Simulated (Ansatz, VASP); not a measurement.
# Si7Ge17 (generalised stacking fault on (111) (glide set) of a Ge-Si solid solution): VASP beside Ansatz, part 2 of 4

Aim: how closely do two programs agree when they are given the same cell, functional and k mesh? Of the first pair: The structure shown is the start of the Ansatz relaxation below; VASP solves that cell, so the two are compared at the walk's first step.

VASP 6.6.1 and Ansatz 0.2.0.

So far: The structure; Ansatz: relaxation, PBE.

## Step 3: VASP: single point, PBE, start cell, pair 1

Level of this step: PBE; plane waves and PAW (Ge_d, Si) (VASP).

The same cell, functional, mesh and smearing now go to VASP, with its own data sets.

Lines of VASP's logs that name or quote its potential files are left out, and so is its time.

Contents of INCAR:

```
SYSTEM = Si7Ge17
PREC = Accurate
ENCUT = 410
EDIFF = 1E-06
NELM = 120
ISMEAR = -1
SIGMA = 0.025
LREAL = Auto
ALGO = Normal
GGA = PE
NBANDS = 464
LORBIT = 11
LWAVE = .FALSE.
LCHARG = .FALSE.
ISIF = 2
LASPH = .TRUE.
GGA_COMPAT = .FALSE.
EFERMI = MIDGAP
KPAR = 2
```

Contents of POSCAR:

```
Si7Ge17
1.0
    6.8486500000      0.0000000000      0.0000000000
    0.0000000000     11.8622100000      0.0000000000
    0.5707000000      0.0000000000     19.5709100000
Ge Si
51 21
Direct
    0.4967655383      0.1676163211      0.0208983639
    0.4861912648      0.1667733078      0.1449907030
    0.8170454892      0.1668323188      0.1854589286
    0.9878551354      0.9989875411      0.1437286258
    0.3050883548      0.0008683036      0.3104199038
    0.6372289577      0.0008514434      0.3505202364
    0.8167003622      0.5002103318      0.1862713589
    0.8062901412      0.4997635348      0.3085702198
    0.9871226557      0.3344907905      0.1451593206
    0.3176610700      0.3322399452      0.1860005488
    0.6373459455      0.3336477773      0.3501676723
    0.1351915147      0.1662337794      0.3506581963
    0.1255763759      0.1671273734      0.4749804685
    0.7763782495      0.1658459933      0.6801421089
    0.9561991118      0.0005395285      0.5157297233
    0.9438845902      0.0005985394      0.6396789930
    0.2673632902      0.9995439298      0.8044899292
    0.5958358532      0.0019389304      0.8456786118
    0.4980439516      0.8327790521      0.0208012811
    0.8173061340      0.8328296329      0.1860107680
    0.8095926163      0.8321636525      0.3085395620
    0.0016861590      0.6663513797      0.0211180778
    0.9884180275      0.6677170612      0.1441578343
    0.3170159282      0.6677002009      0.1858574793
    0.3090000598      0.6677423516      0.3095614869
    0.6372999605      0.6658624320      0.3507195118
    0.6294612616      0.6672702641      0.4747505354
    0.1346853252      0.5018457775      0.3502494263
    0.1242834129      0.4994684802      0.4745512600
    0.4591173340      0.5001091702      0.5161487126
    0.4436138976      0.5003367838      0.6385906429
    0.7771404002      0.4992914474      0.6811589241
    0.7657629029      0.5013399695      0.8038512261
    0.2765384340      0.3345666617      0.6798406410
    0.2638431958      0.3332937117      0.8046789853
    0.5969399011      0.3333358624      0.8455713097
    0.5847464487      0.3334033034      0.9694694830
    0.0959360019      0.1674308582      0.8460976010
    0.0876958051      0.1666890065      0.9689891783
    0.1361877963      0.8327621919      0.3493910094
    0.1255854938      0.8332174190      0.4745206023
    0.4551882541      0.8328717836      0.5149377316
    0.4447131583      0.8340520021      0.6395921293
    0.7780742676      0.8347264127      0.6802902880
    0.7667939649      0.8329898054      0.8049702339
    0.9558469017      0.6663682400      0.5150501433
    0.9465119938      0.6677423516      0.6396892122
    0.2763291541      0.6659635936      0.6802494110
    0.2670097510      0.6668909082      0.8043519693
    0.5961974824      0.6660731854      0.8457194888
    0.0969729307      0.8336810763      0.8452187456
    0.8059062465      0.1664529628      0.3086213160
    0.9990208498      0.0002107533      0.0209494602
    0.3155741470      0.9998979954      0.1851114741
    0.6262740711      0.0002191834      0.4744490675
    0.4985514702      0.5002103318      0.0206684308
    0.4907118468      0.4997129540      0.1440096551
    0.9985771474      0.3347015438      0.0208421581
    0.3065899743      0.3325602902      0.3095717062
    0.6258748998      0.3338838210      0.4741578189
    0.4568194280      0.1673971376      0.5156888464
    0.4495824924      0.1672706856      0.6398578298
    0.7664711340      0.1651800128      0.8039380897
    0.2747736879      0.9997293928      0.6808676755
    0.5862817783      0.9988273686      0.9689176436
    0.4892577390      0.8325430084      0.1446381390
    0.9572740297      0.3333358624      0.5163224398
    0.9469840993      0.3332178405      0.6392804422
    0.5866744381      0.6656685390      0.9691118093
    0.0948928626      0.4991987159      0.8467005367
    0.0878092831      0.5009859040      0.9697300739
    0.0851397055      0.8337400872      0.9689993976
```

Contents of KPOINTS:

```
Automatic mesh
0
Gamma
2 1 1
0 0 0
```

The projector-augmented-wave data sets are Ge_d and Si (PBE family, release 64).

On the command line:

```
mpirun -np 8 vasp_std
```

Numbers of over 12 decimals in the logs are rounded to 6 here.

Output:

```text
[banner, memory and clock lines left out]
running    8 mpi-ranks, on    1 nodes
[...]
|                                                                             |
|           W    W    AA    RRRRR   N    N  II  N    N   GGGG   !!!           |
|           W    W   A  A   R    R  NN   N  II  NN   N  G    G  !!!           |
|           W    W  A    A  R    R  N N  N  II  N N  N  G       !!!           |
|           W WW W  AAAAAA  RRRRR   N  N N  II  N  N N  G  GGG   !            |
|           WW  WW  A    A  R   R   N   NN  II  N   NN  G    G                |
|           W    W  A    A  R    R  N    N  II  N    N   GGGG   !!!           |
|                                                                             |
|     For optimal performance we recommend to set                             |
|       NCORE = 2 up to number-of-cores-per-socket                            |
|     NCORE specifies how many cores store one orbital (NPAR=cpu/NCORE).      |
|     This setting can greatly improve the performance of VASP for DFT.       |
|     The default, NCORE=1 might be grossly inefficient on modern             |
|     multi-core architectures or massively parallel machines. Do your        |
|     Unfortunately you need to use the default for GW and RPA                |
|     calculations (for HF NCORE is supported but not extensively tested      |
|     yet).                                                                   |
|                                                                             |

 LDA part: xc-table for (Slater+PW92), standard interpolation
 POSCAR, INCAR and KPOINTS ok, starting setup
[...]
entering main loop
       N       E                     dE             d eps       ncg     rms          rms(c)
DAV:   1     0.135134878462E+05    0.13513E+05   -0.25955E+05  1920   0.377E+03
DAV:   2     0.267048335920E+04   -0.10843E+05   -0.10577E+05  1856   0.930E+02
DAV:   3     0.742797686339E+02   -0.25962E+04   -0.24391E+04  1968   0.271E+02
DAV:   4    -0.312931539936E+03   -0.38721E+03   -0.36931E+03  2160   0.106E+02
[...]
DAV:  16    -0.332492537815E+03   -0.10287E-04   -0.90567E-05  1808   0.355E-02    0.453E-03
DAV:  17    -0.332492539216E+03   -0.14002E-05   -0.18839E-05  1608   0.351E-02    0.185E-03
DAV:  18    -0.332492539845E+03   -0.62905E-06   -0.80407E-06  1592   0.146E-02
   1 F= -.33249254E+03 E0= -.33248929E+03  d E =-.650859E-02
```

From OUTCAR (step 3):

```text
 POSITION                                       TOTAL-FORCE (eV/Angst)
 -----------------------------------------------------------------------------------
      3.41410      1.98830      0.40900        -1.568803     -0.905064      0.065585
      3.41250      1.97830      2.83760        -0.206778     -0.524757     -0.014281
      5.70150      1.97900      3.62960         0.062688     -0.077889      0.404189
      6.84750     11.85020      2.81290         0.315072      0.113923     -0.263100
      2.26660      0.01030      6.07520         0.107696     -0.135348     -0.816445
      4.56420      0.01010      6.86000         0.267745      0.137161      0.296142
      5.69960      5.93360      3.64550        -0.305957      0.184925     -0.382210
      5.69810      5.92830      6.03900        -0.053678      0.021561      0.154646
      6.84330      3.96780      2.84090         0.042169     -0.105739     -0.693075
      2.28170      3.94110      3.64020         0.251360      0.597453      0.319395
      4.56480      3.95780      6.85310        -0.265402     -0.472538      0.210178
      1.12600      1.97190      6.86270        -0.270796      0.542273     -0.188488
      1.13110      1.98250      9.29580         0.317836      0.373094      0.204078
      5.70530      1.96730     13.31100        -0.119598      0.608983      0.324099
[...]
-----------------------------------------------------------------------------------
    total drift:                               -0.001378     -0.005371      0.006525

  FREE ENERGIE OF THE ION-ELECTRON SYSTEM (eV)
  ---------------------------------------------------
  free  energy   TOTEN  =      -332.4925398447 eV

  energy  without entropy=     -332.4860312585  energy(sigma->0) =     -332.48928555
```

The run ends at a pressure of 2.92 GPa, with forces up to 1.9 eV/Å.

## Step 4: Differences

Known differences besides the potentials themselves: the cutoff is 420 eV in Ansatz and 410 eV in VASP (PREC = Accurate, projectors in real space). Total energies have different zeros and are not compared.

Forces on 7 of the 72 atoms, those with the largest forces and the largest differences (eV/Å; atoms numbered as in POSCAR):

| atom | Ansatz x, y, z | VASP x, y, z |
| --- | --- | --- |
| Ge1 | -1.574, -0.908, 0.072 | -1.569, -0.905, 0.066 |
| Ge22 | -1.609, 0.268, -0.277 | -1.601, 0.266, -0.286 |
| Ge37 | 1.803, 0.609, -0.181 | 1.798, 0.608, -0.173 |
| Si53 | -1.600, -0.476, -0.240 | -1.597, -0.471, -0.243 |
| Si56 | -1.587, 0.453, 0.346 | -1.584, 0.447, 0.342 |
| Si65 | 1.682, 0.335, 0.020 | 1.678, 0.333, 0.026 |
| Si71 | 1.594, -0.657, -0.420 | 1.590, -0.650, -0.413 |

The forces differ by 2.6 meV/Å r.m.s., which is 0.5 % of the r.m.s. force of 0.474 eV/Å (both taken over all components).

## Step 5: Ansatz: relaxation, PBE

This run makes the geometry at which the two programs are then compared.

The structure compared here is the end of the Ansatz relaxation.

Contents of input.yaml:

```yaml
crystal:
  lattice:
    - [6.84865, 0.0, 0.0]
    - [0.0, 11.86221, 0.0]
    - [0.5707, 0.0, 19.57091]
  atoms:
    - { symbol: Ge, position: [0.49677, 0.16762, 0.0209] }
    - { symbol: Ge, position: [0.48619, 0.16677, 0.14499] }
    - { symbol: Ge, position: [0.81705, 0.16683, 0.18546] }
    - { symbol: Si, position: [0.8059, 0.16645, 0.30862] }
    - { symbol: Si, position: [0.99902, 0.00021, 0.02095] }
    - { symbol: Ge, position: [0.98785, 0.99899, 0.14373] }
    - { symbol: Si, position: [0.31558, 0.9999, 0.18511] }
    - { symbol: Ge, position: [0.30509, 0.00087, 0.31042] }
    - { symbol: Ge, position: [0.63723, 0.00085, 0.35052] }
    - { symbol: Si, position: [0.62627, 0.00022, 0.47445] }
    - { symbol: Si, position: [0.49855, 0.50021, 0.02067] }
    - { symbol: Si, position: [0.49071, 0.49971, 0.14401] }
    - { symbol: Ge, position: [0.8167, 0.50021, 0.18627] }
    - { symbol: Ge, position: [0.80629, 0.49976, 0.30857] }
    - { symbol: Si, position: [0.99858, 0.3347, 0.02084] }
    - { symbol: Ge, position: [0.98712, 0.33449, 0.14516] }
    - { symbol: Ge, position: [0.31766, 0.33224, 0.186] }
    - { symbol: Si, position: [0.30659, 0.33256, 0.30957] }
    - { symbol: Ge, position: [0.63734, 0.33365, 0.35017] }
    - { symbol: Si, position: [0.62587, 0.33388, 0.47416] }
    - { symbol: Ge, position: [0.13519, 0.16623, 0.35066] }
    - { symbol: Ge, position: [0.12557, 0.16713, 0.47498] }
    - { symbol: Si, position: [0.45682, 0.1674, 0.51569] }
    - { symbol: Si, position: [0.44958, 0.16727, 0.63986] }
    - { symbol: Ge, position: [0.77638, 0.16585, 0.68014] }
    - { symbol: Si, position: [0.76647, 0.16518, 0.80394] }
    - { symbol: Ge, position: [0.9562, 0.00054, 0.51573] }
    - { symbol: Ge, position: [0.94389, 0.0006, 0.63968] }
    - { symbol: Si, position: [0.27478, 0.99973, 0.68087] }
    - { symbol: Ge, position: [0.26736, 0.99954, 0.80449] }
    - { symbol: Ge, position: [0.59584, 0.00194, 0.84568] }
    - { symbol: Si, position: [0.58628, 0.99883, 0.96892] }
    - { symbol: Ge, position: [0.49805, 0.83278, 0.0208] }
    - { symbol: Si, position: [0.48926, 0.83254, 0.14464] }
    - { symbol: Ge, position: [0.81731, 0.83283, 0.18601] }
    - { symbol: Ge, position: [0.80959, 0.83216, 0.30854] }
    - { symbol: Ge, position: [0.00168, 0.66635, 0.02112] }
    - { symbol: Ge, position: [0.98842, 0.66772, 0.14416] }
    - { symbol: Ge, position: [0.31702, 0.6677, 0.18586] }
    - { symbol: Ge, position: [0.309, 0.66774, 0.30956] }
    - { symbol: Ge, position: [0.6373, 0.66586, 0.35072] }
    - { symbol: Ge, position: [0.62946, 0.66727, 0.47475] }
    - { symbol: Ge, position: [0.13468, 0.50185, 0.35025] }
    - { symbol: Ge, position: [0.12428, 0.49947, 0.47455] }
    - { symbol: Ge, position: [0.45912, 0.50011, 0.51615] }
    - { symbol: Ge, position: [0.44361, 0.50034, 0.63859] }
    - { symbol: Ge, position: [0.77714, 0.49929, 0.68116] }
    - { symbol: Ge, position: [0.76576, 0.50134, 0.80385] }
    - { symbol: Si, position: [0.95727, 0.33334, 0.51632] }
    - { symbol: Si, position: [0.94699, 0.33322, 0.63928] }
    - { symbol: Ge, position: [0.27654, 0.33457, 0.67984] }
    - { symbol: Ge, position: [0.26384, 0.33329, 0.80468] }
    - { symbol: Ge, position: [0.59694, 0.33334, 0.84557] }
    - { symbol: Ge, position: [0.58474, 0.3334, 0.96947] }
    - { symbol: Ge, position: [0.09594, 0.16743, 0.8461] }
    - { symbol: Ge, position: [0.0877, 0.16669, 0.96899] }
    - { symbol: Ge, position: [0.13619, 0.83276, 0.34939] }
    - { symbol: Ge, position: [0.12558, 0.83322, 0.47452] }
    - { symbol: Ge, position: [0.45519, 0.83287, 0.51494] }
    - { symbol: Ge, position: [0.44471, 0.83405, 0.63959] }
    - { symbol: Ge, position: [0.77808, 0.83473, 0.68029] }
    - { symbol: Ge, position: [0.7668, 0.83299, 0.80497] }
    - { symbol: Ge, position: [0.95584, 0.66637, 0.51505] }
    - { symbol: Ge, position: [0.94651, 0.66774, 0.63969] }
    - { symbol: Ge, position: [0.27633, 0.66596, 0.68025] }
    - { symbol: Ge, position: [0.26701, 0.66689, 0.80435] }
    - { symbol: Ge, position: [0.5962, 0.66607, 0.84572] }
    - { symbol: Si, position: [0.58668, 0.66567, 0.96911] }
    - { symbol: Si, position: [0.0949, 0.4992, 0.8467] }
    - { symbol: Si, position: [0.08781, 0.50099, 0.96973] }
    - { symbol: Ge, position: [0.09698, 0.83368, 0.84522] }
    - { symbol: Si, position: [0.08514, 0.83374, 0.969] }
kpoints:
  mp_grid: { grid: [2, 1, 1] }
hamiltonian:
  xc: pbe
scf:
  occupations: { method: fermi_dirac, width: 0.025 }
output:
  forces: true
relax:
  f_tol: 0.04
  max_steps: 150
  constraints:
    - { sites: [0, 1, 2, 3, 4, 5, 6, 7, 8, 9, 10, 11, 12, 13, 14, 15, 16, 17, 18, 19, 20, 21, 22, 23, 24, 25, 26, 27, 28, 29, 30, 31, 32, 33, 34, 35, 36, 37, 38, 39, 40, 41, 42, 43, 44, 45, 46, 47, 48, 49, 50, 51, 52, 53, 54, 55, 56, 57, 58, 59, 60, 61, 62, 63, 64, 65, 66, 67, 68, 69, 70, 71], fix: xy }
```

On the command line:

```
ansatz run input.yaml --threads 4 --pin off --max-ram 8192MiB --backend cpu --events-out ev --progress --plain --runs-dir out
```

Output:

```text
[...]
Crystal: 72 atoms, lattice volume = 1589.943 Å³
Basis set: ecut = 420 eV, 31103 PW (Γ), exchange–correlation on 96×160×270 points (8 copies of the dense FFT grid, shifted against one another)
Bands: 479, of which v1, the nominal top of the filled ones, is band 399 counted from 1 (398 counted from 0)
Symmetry: 1 space group operations
[...]
k-points: 2
[...]
SCF iter   1: F=—  HF=-232384.332933 eV  |F-HF|=—  |Δ(HF+E_count)|=         —  Δρ=2.74e-3  dr2=4.46e-1  ethr=1.77e-3  ⟨swp⟩=5.5  Hψ=3384  notcnv=0  defer=47
[...]
- { symbol: Si, position: [0.998837, 0.334700, 0.017750] }
[...]
- { symbol: Si, position: [0.306475, 0.332560, 0.310953] }
[...]
- { symbol: Ge, position: [0.276027, 0.665960, 0.683888] }
    - { symbol: Ge, position: [0.266632, 0.666890, 0.808892] }
    - { symbol: Ge, position: [0.595650, 0.66607, 0.852323] }
    - { symbol: Si, position: [0.586305, 0.665670, 0.973606] }
    - { symbol: Si, position: [0.094834, 0.499200, 0.847497] }
    - { symbol: Si, position: [0.088007, 0.50099, 0.967364] }
    - { symbol: Ge, position: [0.096588, 0.833680, 0.849928] }
    - { symbol: Si, position: [0.084975, 0.833740, 0.970982] }
```

(Continued in part 3 of 4.)

[Lines on the potential files, build, host, timing and source positions are cut from VASP's logs without a mark.]

[Logs are printed without paths, hosts, clocks, repeated set-up lines and the standing remarks that a program may print on its own settings, such as how far it seeks lower states.]

[Hosts, paths, dates, database ids (printed as entryN), source tags and the programs' standing remarks are cut or masked in the printed files.]
